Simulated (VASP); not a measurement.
# Adsorption sites of N on Rh(100), part 2 of 2

Where does N sit on Rh(100), and how strongly does it bind?

VASP 6.6.1, plane waves and PAW; the level of theory is named at each step.

So far. Step 5 (Potential and states of the slab): The vacuum level lies 4.90 eV above the Fermi level at the upper face; both faces agree, as the slab has next to no dipole. Step 6 (Relaxing the adsorbate, site ontop): The run ended after 33 ionic steps, 0.775 eV below its first step, once the forces on the free atoms met EDIFFG = -0.03.

### 7. Potential and states with the adsorbate, site ontop

A static run like the clean slab's shows how the vacuum level shifts, by charge transfer, by any dipole of the adsorbate and by the slab's own rearrangement.

Input file INCAR:

```
SYSTEM = Rh16N
PREC = Normal
ENCUT = 440
EDIFF = 1E-06
NELM = 120
ISMEAR = 1
SIGMA = 0.15
LREAL = Auto
ALGO = Fast
GGA = RP
NBANDS = 92
LASPH = .TRUE.
LORBIT = 11
LWAVE = .FALSE.
LCHARG = .FALSE.
KPAR = 2
NCORE = 2
IDIPOL = 3
LDIPOL = .TRUE.
DIPOL = 0.5 0.5 0.513
LVHAR = .TRUE.
LVACPOTAV = .TRUE.
NEDOS = 1500
```

Input file POSCAR:

```
Rh16N
1.0
    5.4415035991      0.0000000000      0.0000000000
    0.0000000000      5.4415035991      0.0000000000
    0.0000000000      0.0000000000     20.7715861422
Rh N
16 1
Selective dynamics
Direct
    0.2500000000      0.2500000000      0.3610701600  F F F
    0.7500000000      0.2500000000      0.3610701600  F F F
    0.2500000000      0.7500000000      0.3610701600  F F F
    0.7500000000      0.7500000000      0.3610701600  F F F
    0.0000000000      0.0000000000      0.4536900500  F F F
    0.5000000000      0.0000000000      0.4536900500  F F F
    0.0000000000      0.5000000000      0.4536900500  F F F
    0.5000000000      0.5000000000      0.4536900500  F F F
    0.2472324355      0.2472324355      0.5463462394  T T T
    0.7527675645      0.2472324355      0.5463462394  T T T
    0.2472324355      0.7527675645      0.5463462394  T T T
    0.7527675645      0.7527675645      0.5463462394  T T T
    0.0000000000      0.0000000000      0.6480308781  T T T
    0.5000000000      0.0000000000      0.6347144189  T T T
    0.0000000000      0.5000000000      0.6347144189  T T T
    0.5000000000      0.5000000000      0.6336012704  T T T
    0.0000000000      0.0000000000      0.7278402616  T T T
```

Input file KPOINTS:

```
Automatic mesh
0
Gamma
4 4 1
0 0 0
```

The projector-augmented-wave data sets are Rh and N (PBE family, release 64).

Started as:

```sh
$ mpirun -np 4 vasp_std
```

The job ended after 54 s (4 MPI ranks of Intel Xeon 6975P-C (Granite Rapids), shared host; peak memory 1 GiB; 3.5 min of CPU time).

This step gave:

* electronic cycles: 33
* dipole moment: 0, 0, 0.1053 e·Å
* vacuum levels: 6.569, 5.924 eV
* work functions of the upper and lower face: 5.523, 4.878 eV

Zero at the Fermi level. The planar average of the electrostatic potential by height:

| height (Å) | planar average of the electrostatic potential (eV) |
| --- | --- |
| 0.0 | 5.43 |
| 0.5 | 4.90 |
| 1.0 | 4.88 |
| 1.5 | 4.88 |
| 2.0 | 4.88 |
| 2.5 | 4.88 |
| 3.0 | 4.88 |
| 3.5 | 4.88 |
| 4.0 | 4.87 |
| 4.5 | 4.86 |
| 5.0 | 4.80 |
| 5.5 | 4.60 |
| 6.0 | 3.87 |
| 6.5 | 0.966 |
| 7.0 | -10.5 |
| 7.5 | -17.5 |
| 8.0 | -10.9 |
| 8.5 | -3.06 |
| 9.0 | -13.0 |
| 9.5 | -17.7 |
| 10.0 | -9.59 |
| 10.5 | -3.95 |
| 11.0 | -14.6 |
| 11.5 | -17.3 |
| 12.0 | -7.91 |
| 12.5 | -5.86 |
| 13.0 | -15.6 |
| 13.5 | -15.3 |
| 14.0 | -4.42 |
| 14.5 | 2.36 |
| 15.0 | 2.14 |
| 15.5 | 3.46 |
| 16.0 | 5.17 |
| 16.5 | 5.46 |
| 17.0 | 5.51 |
| 17.5 | 5.52 |
| 18.0 | 5.52 |
| 18.5 | 5.52 |
| 19.0 | 5.52 |
| 19.5 | 5.52 |
| 20.0 | 5.52 |
| 20.5 | 5.52 |

Density of states in the PAW spheres, an atom over height of the layer and energy from the Fermi level.

Values in states/eV, 22 rows by 6 columns, each cell a mean:
```
1.70 1.96 1.96 1.60 1.35 0.80
2.11 1.46 1.48 2.07 0.82 0.25
2.40 1.45 1.14 2.19 0.72 0.19
1.83 1.21 1.40 2.35 0.64 0.15
1.88 1.40 1.10 1.42 0.65 0.22
2.60 1.45 1.37 2.46 1.25 0.32
1.51 0.93 1.01 1.69 0.70 0.24
1.97 1.93 1.90 1.70 0.69 0.16
1.32 1.82 2.01 1.40 1.61 0.16
1.18 1.30 1.54 1.08 1.40 0.28
1.37 1.45 1.35 1.20 1.18 0.26
1.20 1.37 1.22 1.12 0.77 0.19
1.08 1.70 1.50 1.22 1.59 0.38
0.74 1.99 1.80 0.82 1.67 0.67
0.39 1.58 1.82 0.67 2.47 0.75
0.17 0.84 1.23 0.45 4.52 1.42
0.03 0.15 0.25 0.07 0.40 0.13
0.03 0.09 0.10 0.03 0.03 0.00
0.02 0.09 0.10 0.03 0.03 0.00
0.01 0.02 0.02 0.01 0.01 0.00
0.00 0.00 0.00 0.00 0.00 0.00
0.00 0.00 0.00 0.00 0.00 0.00
```
Columns: height of the layer (Å) from 7.5 to 15.1 (not evenly spaced); rows upwards: energy from the Fermi level (eV) from -7.9 to 0.5.

Force by atom:

| atom | x (eV/Å) | y (eV/Å) | z (eV/Å) | size |
| --- | --- | --- | --- | --- |
| Rh1 | 0.009 | 0.009 | 0.473 | 0.473 |
| Rh2 | -0.009 | 0.009 | 0.473 | 0.473 |
| Rh3 | 0.009 | -0.009 | 0.473 | 0.473 |
| Rh4 | -0.009 | -0.009 | 0.473 | 0.473 |
| Rh5 | 0.000 | 0.000 | -0.438 | 0.438 |
| Rh6 | 0.000 | 0.000 | -0.407 | 0.407 |
| Rh7 | 0.000 | 0.000 | -0.407 | 0.407 |
| Rh8 | 0.000 | 0.000 | -0.727 | 0.727 |
| Rh9 | 0.009 | 0.009 | 0.013 | 0.018 |
| Rh10 | -0.009 | 0.009 | 0.013 | 0.018 |
| Rh11 | 0.009 | -0.009 | 0.013 | 0.018 |
| Rh12 | -0.009 | -0.009 | 0.013 | 0.018 |
| Rh13 | 0.000 | 0.000 | 0.021 | 0.021 |
| Rh14 | 0.000 | 0.000 | 0.018 | 0.018 |
| Rh15 | 0.000 | 0.000 | 0.018 | 0.018 |
| Rh16 | 0.000 | 0.000 | -0.016 | 0.016 |
| N17 | 0.000 | 0.000 | -0.004 | 0.004 |

The map of layer states is cut here 0.5 eV above the Fermi level, so it leaves out the states above that.

At the end the adsorbate's closest contact with the slab is N-Rh at 1.66 Å, nearly straight above the slab's atom, and its lowest atom lies 1.66 Å above the highest atom of the slab.

The vacuum level lies 5.52 eV above the Fermi level at the upper face; the two faces differ by 0.64 eV, the step that the slab's dipole of 0.105 e·Å makes.

VASP counts the dipole in electrons times Å, so a positive number points the physical dipole along −c.

The program found no field-free point at its default tolerance, but its printed level agrees with the flat part of the planar average.

On this mesh the fine structure of the density of states is sampling noise, and high empty states may be cut by the number of bands.

### 8. Relaxing the adsorbate, site hollow

Input file INCAR:

```
SYSTEM = Rh16N
PREC = Normal
ENCUT = 440
EDIFF = 1E-05
NELM = 120
ISMEAR = 1
SIGMA = 0.15
LREAL = Auto
ALGO = Fast
GGA = RP
NBANDS = 92
LASPH = .TRUE.
LORBIT = 11
LWAVE = .FALSE.
LCHARG = .FALSE.
KPAR = 2
NCORE = 2
IBRION = 2
NSW = 50
ISIF = 2
EDIFFG = -0.03
POTIM = 0.4
MAXMIX = 40
IDIPOL = 3
LDIPOL = .TRUE.
DIPOL = 0.5 0.5 0.51
```

Input file POSCAR:

```
Rh16N
1.0
    5.4415035991      0.0000000000      0.0000000000
    0.0000000000      5.4415035991      0.0000000000
    0.0000000000      0.0000000000     20.7715861422
Rh N
16 1
Selective dynamics
Direct
    0.2500000000      0.2500000000      0.3610701600  F F F
    0.7500000000      0.2500000000      0.3610701600  F F F
    0.2500000000      0.7500000000      0.3610701600  F F F
    0.7500000000      0.7500000000      0.3610701600  F F F
    0.0000000000      0.0000000000      0.4536900500  F F F
    0.5000000000      0.0000000000      0.4536900500  F F F
    0.0000000000      0.5000000000      0.4536900500  F F F
    0.5000000000      0.5000000000      0.4536900500  F F F
    0.2500000000      0.2500000000      0.5463579400  T T T
    0.7500000000      0.2500000000      0.5463579400  T T T
    0.2500000000      0.7500000000      0.5463579400  T T T
    0.7500000000      0.7500000000      0.5463579400  T T T
    0.0000000000      0.0000000000      0.6355158700  T T T
    0.5000000000      0.0000000000      0.6355158700  T T T
    0.0000000000      0.5000000000      0.6355158700  T T T
    0.5000000000      0.5000000000      0.6355158700  T T T
    0.2500000000      0.2500000000      0.6908799600  T T T
```

KPOINTS is that of step 7.

Started as:

```sh
$ mpirun -np 4 vasp_std
```

The job ended after 3.9 min (4 MPI ranks; peak memory 1.1 GiB; 16 min of CPU time).

Step by step:

| step | energy less that of the first step (eV) | largest force (eV/Å) |
| --- | --- | --- |
| 1 | 0.0000 | 2.7280 |
| 2 | -0.4832 | 1.8129 |
| 3 | -0.6166 | 0.7873 |
| 4 | -0.6940 | 0.5376 |
| 5 | -0.7377 | 0.2767 |
| 6 | -0.7397 | 0.2239 |
| 7 | -0.7452 | 0.0830 |
| 8 | -0.7461 | 0.0814 |
| 9 | -0.7461 | 0.0910 |
| 10 | -0.7486 | 0.0920 |
| 11 | -0.7491 | 0.0968 |
| 12 | -0.7493 | 0.1036 |
| 13 | -0.7507 | 0.0817 |
| 14 | -0.7512 | 0.0573 |
| 15 | -0.7511 | 0.0502 |
| 16 | -0.7513 | 0.0398 |
| 17 | -0.7513 | 0.0354 |
| 18 | -0.7513 | 0.0381 |
| 19 | -0.7516 | 0.0265 |

The atoms that moved most (Å):

| atom | dx | dy | dz | length |
| --- | --- | --- | --- | --- |
| N17 | 0.000 | 0.000 | -0.381 | 0.381 |
| Rh9 | 0.000 | 0.000 | -0.084 | 0.084 |
| Rh16 | -0.009 | -0.009 | 0.067 | 0.068 |
| Rh15 | 0.009 | -0.009 | 0.067 | 0.068 |
| Rh14 | -0.009 | 0.009 | 0.067 | 0.068 |
| Rh13 | 0.009 | 0.009 | 0.067 | 0.068 |
| Rh11 | 0.000 | 0.000 | -0.028 | 0.028 |
| Rh10 | 0.000 | 0.000 | -0.028 | 0.028 |

Final coordinates:

```xyz
17
Lattice="5.4415 0.0000 0.0000 0.0000 5.4415 0.0000 0.0000 0.0000 20.7716" Properties=species:S:1:pos:R:3
Rh    1.3604    1.3604    7.5000
Rh    4.0811    1.3604    7.5000
Rh    1.3604    4.0811    7.5000
Rh    4.0811    4.0811    7.5000
Rh    0.0000    0.0000    9.4239
Rh    2.7208    0.0000    9.4239
Rh    0.0000    2.7208    9.4239
Rh    2.7208    2.7208    9.4239
Rh    1.3604    1.3604   11.2644
Rh    4.0811    1.3604   11.3202
Rh    1.3604    4.0811   11.3202
Rh    4.0811    4.0811   11.3669
Rh    0.0092    0.0092   13.2676
Rh    2.7116    0.0092   13.2676
Rh    0.0092    2.7116   13.2676
Rh    2.7116    2.7116   13.2676
N     1.3604    1.3604   13.9698
```

The run ended after 19 ionic steps, 0.752 eV below its first step, once the forces on the free atoms met EDIFFG = -0.03.

### 9. Potential and states with the adsorbate, site hollow

Input file INCAR:

```
SYSTEM = Rh16N
PREC = Normal
ENCUT = 440
EDIFF = 1E-06
NELM = 120
ISMEAR = 1
SIGMA = 0.15
LREAL = Auto
ALGO = Fast
GGA = RP
NBANDS = 92
LASPH = .TRUE.
LORBIT = 11
LWAVE = .FALSE.
LCHARG = .FALSE.
KPAR = 2
NCORE = 2
IDIPOL = 3
LDIPOL = .TRUE.
DIPOL = 0.5 0.5 0.51
LVHAR = .TRUE.
LVACPOTAV = .TRUE.
NEDOS = 1500
```

Input file POSCAR:

```
Rh16N
1.0
    5.4415035991      0.0000000000      0.0000000000
    0.0000000000      5.4415035991      0.0000000000
    0.0000000000      0.0000000000     20.7715861422
Rh N
16 1
Selective dynamics
Direct
    0.2500000000      0.2500000000      0.3610701600  F F F
    0.7500000000      0.2500000000      0.3610701600  F F F
    0.2500000000      0.7500000000      0.3610701600  F F F
    0.7500000000      0.7500000000      0.3610701600  F F F
    0.0000000000      0.0000000000      0.4536900500  F F F
    0.5000000000      0.0000000000      0.4536900500  F F F
    0.0000000000      0.5000000000      0.4536900500  F F F
    0.5000000000      0.5000000000      0.4536900500  F F F
    0.2500000000      0.2500000000      0.5422966372  T T T
    0.7500000000      0.2500000000      0.5449869711  T T T
    0.2500000000      0.7500000000      0.5449869711  T T T
    0.7500000000      0.7500000000      0.5472351035  T T T
    0.0016820964      0.0016820964      0.6387362598  T T T
    0.4983179036      0.0016820964      0.6387362598  T T T
    0.0016820964      0.4983179036      0.6387362598  T T T
    0.4983179036      0.4983179036      0.6387362598  T T T
    0.2500000000      0.2500000000      0.6725421285  T T T
```

KPOINTS is that of step 8.

Started as:

```sh
$ mpirun -np 4 vasp_std
```

Elapsed: 50 s, on 4 MPI ranks; peak memory 1 GiB.

Zero at the Fermi level. The planar average of the electrostatic potential by height:

| height (Å) | planar average of the electrostatic potential (eV) |
| --- | --- |
| 0.0 | 5.16 |
| 0.5 | 4.93 |
| 1.0 | 4.92 |
| 1.5 | 4.92 |
| 2.0 | 4.92 |
| 2.5 | 4.92 |
| 3.0 | 4.92 |
| 3.5 | 4.92 |
| 4.0 | 4.91 |
| 4.5 | 4.90 |
| 5.0 | 4.84 |
| 5.5 | 4.64 |
| 6.0 | 3.91 |
| 6.5 | 0.993 |
| 7.0 | -10.5 |
| 7.5 | -17.5 |
| 8.0 | -10.9 |
| 8.5 | -3.08 |
| 9.0 | -13.0 |
| 9.5 | -17.8 |
| 10.0 | -9.71 |
| 10.5 | -4.66 |
| 11.0 | -15.1 |
| 11.5 | -16.9 |
| 12.0 | -6.92 |
| 12.5 | -4.86 |
| 13.0 | -15.8 |
| 13.5 | -17.2 |
| 14.0 | -6.80 |
| 14.5 | 2.26 |
| 15.0 | 4.54 |
| 15.5 | 5.04 |
| 16.0 | 5.16 |
| 16.5 | 5.19 |
| 17.0 | 5.19 |
| 17.5 | 5.20 |
| 18.0 | 5.20 |
| 18.5 | 5.20 |
| 19.0 | 5.20 |
| 19.5 | 5.20 |
| 20.0 | 5.20 |
| 20.5 | 5.20 |

The map of layer states is cut here 0.5 eV above the Fermi level, so it leaves out the states above that.

At the end the adsorbate's closest contact with the slab is N-Rh at 2.04 Å, 1.91 Å to the side of the slab's atom, and its lowest atom lies 0.70 Å above the highest atom of the slab.

The vacuum level lies 5.19 eV above the Fermi level at the upper face; the two faces differ by 0.28 eV, the step that the slab's dipole of 0.045 e·Å makes.

VASP counts the dipole in electrons times Å, so a positive number points the physical dipole along −c.

The program found no field-free point at its default tolerance, but its printed level agrees with the flat part of the planar average.

On this mesh the fine structure of the density of states is sampling noise, and high empty states may be cut by the number of bands.

### 10. Relaxing the adsorbate, site bridge

Input file INCAR:

```
SYSTEM = Rh16N
PREC = Normal
ENCUT = 440
EDIFF = 1E-05
NELM = 120
ISMEAR = 1
SIGMA = 0.15
LREAL = Auto
ALGO = Fast
GGA = RP
NBANDS = 92
LASPH = .TRUE.
LORBIT = 11
LWAVE = .FALSE.
LCHARG = .FALSE.
KPAR = 2
NCORE = 2
IBRION = 2
NSW = 50
ISIF = 2
EDIFFG = -0.03
POTIM = 0.4
MAXMIX = 40
IDIPOL = 3
LDIPOL = .TRUE.
DIPOL = 0.5 0.5 0.511
```

Input file POSCAR:

```
Rh16N
1.0
    5.4415035991      0.0000000000      0.0000000000
    0.0000000000      5.4415035991      0.0000000000
    0.0000000000      0.0000000000     20.7715861422
Rh N
16 1
Selective dynamics
Direct
    0.2500000000      0.2500000000      0.3610701600  F F F
    0.7500000000      0.2500000000      0.3610701600  F F F
    0.2500000000      0.7500000000      0.3610701600  F F F
    0.7500000000      0.7500000000      0.3610701600  F F F
    0.0000000000      0.0000000000      0.4536900500  F F F
    0.5000000000      0.0000000000      0.4536900500  F F F
    0.0000000000      0.5000000000      0.4536900500  F F F
    0.5000000000      0.5000000000      0.4536900500  F F F
    0.2500000000      0.2500000000      0.5463579400  T T T
    0.7500000000      0.2500000000      0.5463579400  T T T
    0.2500000000      0.7500000000      0.5463579400  T T T
    0.7500000000      0.7500000000      0.5463579400  T T T
    0.0000000000      0.0000000000      0.6355158700  T T T
    0.5000000000      0.0000000000      0.6355158700  T T T
    0.0000000000      0.5000000000      0.6355158700  T T T
    0.5000000000      0.5000000000      0.6355158700  T T T
    0.2500000000      0.0000000000      0.7029156300  T T T
```

KPOINTS is that of step 9.

Started as:

```sh
$ mpirun -np 4 vasp_std
```

Elapsed: 6.2 min, on 4 MPI ranks; peak memory 1.2 GiB; 25 min of CPU time.

The run keeps the 4 symmetry operations of its start, so it cannot find a distortion of lower symmetry.

Relaxation path:

| step | energy less that of the first step (eV) | largest force (eV/Å) |
| --- | --- | --- |
| 1 | 0.0000 | 2.6841 |
| 2 | -0.3984 | 1.1791 |
| 3 | -0.4006 | 1.0662 |
| 4 | -0.4775 | 0.5289 |
| 5 | -0.4995 | 0.3709 |
| 6 | -0.5012 | 0.2910 |
| 7 | -0.5129 | 0.1959 |
| 8 | -0.5145 | 0.3854 |
| 9 | -0.5195 | 0.1630 |
| 10 | -0.5197 | 0.1157 |
| 11 | -0.5214 | 0.1018 |
| 12 | -0.5226 | 0.0901 |
| 13 | -0.5233 | 0.0765 |
| 14 | -0.5233 | 0.0843 |
| 15 | -0.5239 | 0.0372 |
| 16 | -0.5240 | 0.0271 |

The atoms that moved most (Å):

| atom | dx | dy | dz | length |
| --- | --- | --- | --- | --- |
| Rh13 | -0.032 | 0.000 | 0.179 | 0.182 |
| Rh14 | 0.032 | 0.000 | 0.179 | 0.182 |
| N17 | 0.000 | 0.000 | -0.066 | 0.066 |
| Rh15 | -0.020 | 0.000 | -0.041 | 0.045 |
| Rh16 | 0.020 | 0.000 | -0.041 | 0.045 |
| Rh9 | 0.000 | 0.016 | -0.021 | 0.026 |
| Rh11 | 0.000 | -0.016 | -0.021 | 0.026 |
| Rh10 | 0.000 | -0.024 | -0.008 | 0.026 |

The relaxed structure:

```xyz
17
Lattice="5.4415 0.0000 0.0000 0.0000 5.4415 0.0000 0.0000 0.0000 20.7716" Properties=species:S:1:pos:R:3
Rh    1.3604    1.3604    7.5000
Rh    4.0811    1.3604    7.5000
Rh    1.3604    4.0811    7.5000
Rh    4.0811    4.0811    7.5000
Rh    0.0000    0.0000    9.4239
Rh    2.7208    0.0000    9.4239
Rh    0.0000    2.7208    9.4239
Rh    2.7208    2.7208    9.4239
Rh    1.3604    1.3766   11.3281
Rh    4.0811    1.3359   11.3408
Rh    1.3604    4.0649   11.3281
Rh    4.0811    4.1056   11.3408
Rh   -0.0316    0.0000   13.3798
Rh    2.7523    0.0000   13.3798
Rh   -0.0195    2.7208   13.1602
Rh    2.7403    2.7208   13.1602
N     1.3604    0.0000   14.5346
```

The run ended after 16 ionic steps, 0.524 eV below its first step, once the forces on the free atoms met EDIFFG = -0.03.

### 11. Potential and states with the adsorbate, site bridge

Input file INCAR:

```
SYSTEM = Rh16N
PREC = Normal
ENCUT = 440
EDIFF = 1E-06
NELM = 120
ISMEAR = 1
SIGMA = 0.15
LREAL = Auto
ALGO = Fast
GGA = RP
NBANDS = 92
LASPH = .TRUE.
LORBIT = 11
LWAVE = .FALSE.
LCHARG = .FALSE.
KPAR = 2
NCORE = 2
IDIPOL = 3
LDIPOL = .TRUE.
DIPOL = 0.5 0.5 0.512
LVHAR = .TRUE.
LVACPOTAV = .TRUE.
NEDOS = 1500
```

Input file POSCAR:

```
Rh16N
1.0
    5.4415035991      0.0000000000      0.0000000000
    0.0000000000      5.4415035991      0.0000000000
    0.0000000000      0.0000000000     20.7715861422
Rh N
16 1
Selective dynamics
Direct
    0.2500000000      0.2500000000      0.3610701600  F F F
    0.7500000000      0.2500000000      0.3610701600  F F F
    0.2500000000      0.7500000000      0.3610701600  F F F
    0.7500000000      0.7500000000      0.3610701600  F F F
    0.0000000000      0.0000000000      0.4536900500  F F F
    0.5000000000      0.0000000000      0.4536900500  F F F
    0.0000000000      0.5000000000      0.4536900500  F F F
    0.5000000000      0.5000000000      0.4536900500  F F F
    0.2500000000      0.2529738186      0.5453653605  T T T
    0.7500000000      0.2455027754      0.5459748106  T T T
    0.2500000000      0.7470261814      0.5453653605  T T T
    0.7500000000      0.7544972246      0.5459748106  T T T
    0.9941953443      0.0000000000      0.6441401318  T T T
    0.5058046557      0.0000000000      0.6441401318  T T T
    0.9964080193      0.5000000000      0.6335657543  T T T
    0.5035919807      0.5000000000      0.6335657543  T T T
    0.2500000000      0.0000000000      0.6997353700  T T T
```

KPOINTS is that of step 10.

Started as:

```sh
$ mpirun -np 4 vasp_std
```

Run time: 1.9 min. Hardware: 4 MPI ranks; peak memory 1.1 GiB; 7.5 min of CPU time.

Zero at the Fermi level. The planar average of the electrostatic potential by height:

| height (Å) | planar average of the electrostatic potential (eV) |
| --- | --- |
| 0.0 | 5.30 |
| 0.5 | 4.88 |
| 1.0 | 4.86 |
| 1.5 | 4.86 |
| 2.0 | 4.86 |
| 2.5 | 4.86 |
| 3.0 | 4.86 |
| 3.5 | 4.86 |
| 4.0 | 4.86 |
| 4.5 | 4.84 |
| 5.0 | 4.78 |
| 5.5 | 4.59 |
| 6.0 | 3.86 |
| 6.5 | 0.964 |
| 7.0 | -10.5 |
| 7.5 | -17.5 |
| 8.0 | -10.9 |
| 8.5 | -3.07 |
| 9.0 | -13.0 |
| 9.5 | -17.7 |
| 10.0 | -9.64 |
| 10.5 | -4.25 |
| 11.0 | -14.8 |
| 11.5 | -17.1 |
| 12.0 | -7.39 |
| 12.5 | -5.08 |
| 13.0 | -15.4 |
| 13.5 | -15.8 |
| 14.0 | -5.67 |
| 14.5 | 0.539 |
| 15.0 | 3.40 |
| 15.5 | 5.01 |
| 16.0 | 5.30 |
| 16.5 | 5.36 |
| 17.0 | 5.37 |
| 17.5 | 5.38 |
| 18.0 | 5.38 |
| 18.5 | 5.38 |
| 19.0 | 5.38 |
| 19.5 | 5.38 |
| 20.0 | 5.38 |
| 20.5 | 5.38 |

The map of layer states is cut here 0.5 eV above the Fermi level, so it leaves out the states above that.

At the end the adsorbate's closest contact with the slab is N-Rh at 1.81 Å, 1.39 Å to the side of the slab's atom, and its lowest atom lies 1.15 Å above the highest atom of the slab.

The vacuum level lies 5.38 eV above the Fermi level at the upper face; the two faces differ by 0.51 eV, the step that the slab's dipole of 0.084 e·Å makes.

VASP counts the dipole in electrons times Å, so a positive number points the physical dipole along −c.

The program found no field-free point at its default tolerance, but its printed level agrees with the flat part of the planar average.

On this mesh the fine structure of the density of states is sampling noise, and high empty states may be cut by the number of bands.

### 12. The sites side by side

This step: adsorption sites, RPBE; plane waves and PAW (VASP 6.6.1).

Derived from the runs above.

The site's symmetry is kept, so a site may be a saddle point. All sites:

| site | adsorption energy (eV) | height over the top layer (Å) | shortest distance to the metal (Å) | bond in the molecule (Å) | change of the work function (eV) | sideways move (Å) |
| --- | --- | --- | --- | --- | --- | --- |
| ontop | 1.35 | 1.871 | 1.658 | - | 0.6255 | 0 |
| hollow | -0.3567 | 0.7022 | 2.036 | - | 0.2967 | 0 |
| bridge | 0.1674 | 1.265 | 1.809 | - | 0.4781 | 0 |

Each adsorption energy is the energy with the adsorbate less the clean slab (-98.027 eV) and the reference (-8.129 eV, half of N2).

### 13. Results

```json
{"ontop start": "1.35 eV", "hollow start": "-0.36 eV", "bridge start": "0.17 eV"}
```

**Reading.** Among the starts that kept their site, N is lowest at the hollow site of Rh(100), at -0.36 eV against half of N2; bridge lies 0.52 eV higher and ontop lies 1.71 eV higher. At that site the work function rises by 0.30 eV from 4.90 eV. Symmetry was kept, so any start that stayed on its site may sit on a saddle point. The slab is thin, and zero-point and thermal parts are left out.

[Lines on the potential files, build, host, timing and source positions are cut from VASP's logs without a mark.]

[Logs are printed without paths, hosts, clocks, repeated set-up lines and the standing remarks that a program may print on its own settings, such as how far it seeks lower states.]

[Hosts, paths, dates, database ids (printed as entryN), source tags and the programs' standing remarks are cut or masked in the printed files.]

[Runs that stopped without an error message from VASP are left out.]
